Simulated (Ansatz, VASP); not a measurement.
Nb2B: VASP beside Ansatz

Contents of INCAR:

```
SYSTEM = Nb2B
PREC     = Accurate       ! precision mode
ENCUT    = 520            ! plane-wave cutoff, eV
EDIFF    = 1E-6           ! SCF threshold, eV
ISMEAR   = 0              ! smearing method
SIGMA    = 0.1            ! smearing width, eV
LREAL    = .FALSE.        ! projectors in reciprocal space
LASPH    = .TRUE.         ! aspherical terms in the spheres
NELM     = 100            ! most SCF steps
ALGO     = Normal         ! electronic algorithm
ISIF     = 2              ! what is computed and relaxed
LWAVE    = .FALSE.        ! write WAVECAR
LCHARG   = .FALSE.        ! write CHGCAR
GGA      = PE             ! functional
NBANDS   = 22             ! bands
```

KPOINTS

```
Automatic mesh
0
G
  6 6 6
  0 0 0
```

POSCAR

```
Nb2B
1.0
    4.3161514500      0.0000000000      0.0000000000
   -2.1580757300      3.7378968000      0.0000000000
    0.0000000000      0.0000000000      2.6458008400
Nb B
2 1
Direct
    0.3333333300      0.6666666700      0.5000000000
    0.6666666700      0.3333333300      0.5000000000
    0.0000000000      0.0000000000      0.0000000000
```

Input for Ansatz:

```yaml
crystal:
  lattice:
    - [4.31615145, 0.0, 0.0]
    - [-2.15807573, 3.7378968, 0.0]
    - [0.0, 0.0, 2.64580084]
  atoms:
    - { symbol: Nb, position: [0.33333333, 0.66666667, 0.5] }
    - { symbol: Nb, position: [0.66666667, 0.33333333, 0.5] }
    - { symbol: B, position: [0.0, 0.0, 0.0] }
basis:
  ecutwfc: 420
kpoints:
  mp_grid: { grid: [6, 6, 6] }
hamiltonian:
  xc: pbe
scf:
  occupations: { method: gaussian, width: 0.1 }
  lower_state_search: "off"
output:
  forces: true
  stress: true
  eigenvalues: true
```

Alike in both runs: task single point; functional PBE; k mesh 6 × 6 × 6; occupations gaussian, width 0.1 eV; no spin polarisation.

|  | VASP | Ansatz |
| --- | --- | --- |
| version | VASP 6.6.1 | Ansatz 0.2.0 |
| potentials or method | VASP PAW PBE potentials, release 64 (Nb_sv, B) | scalar-relativistic, plane waves, PAW |
| plane-wave cutoff (eV) | 520 | 420 |
| valence electrons in the cell | 29 | 29 |

Ansatz gave:

```
gap on the k mesh at the Fermi level (eV)       : none
pressure (GPa)                                  : 8.6
largest component of the traceless stress (GPa) : 2.49
```

Task: What did VASP give for the same quantities?

Result: gap on the k mesh at the Fermi level (eV): none; pressure (GPa): 8.4; largest component of the traceless stress (GPa): 2.58.

A gap of «none» marks a metal or a gap that the smearing closes.

Caveats: the k mesh is coarse (spacing up to 0.40 Å⁻¹), so the values aren't converged.
